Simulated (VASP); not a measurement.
Energy against volume of SiC (zinc blende). Calculation: revTPSS meta-GGA, VASP's PBE PAW potentials (set 64) (plane waves; VASP).

```tsv
V (Å³/atom)	E (eV/atom)
9.716	-8.81947
10.026	-8.84138
10.336	-8.84831
10.646	-8.84232
10.956	-8.82516
```

**Question.** Fit a third-order Birch-Murnaghan equation of state.

**Answer.** 
```json
{
 "volume_per_atom": "10.34 Å³/atom",
 "bulk_modulus": "222 GPa",
 "pressure_derivative_of_the_bulk_modulus": "3.90",
 "lattice_constant_a": "4.357 Å"
}
```

Measured: bulk modulus 229 GPa at 0 K (computed value off by -3.2 %), as given by Daniel Mejia-Rodriguez et al., Physical Review B (2018), arXiv:1807.09216 [0 K value with the zero-point phonon effect removed]; a 4.346 Å at 0 K (computed value off by +0.3 %), as given by Daniel Mejia-Rodriguez et al., Physical Review B (2018), arXiv:1807.09216 [static lattice: zero-point anharmonic expansion removed].

The compound is SiC in the zinc blende structure. It was relaxed first.
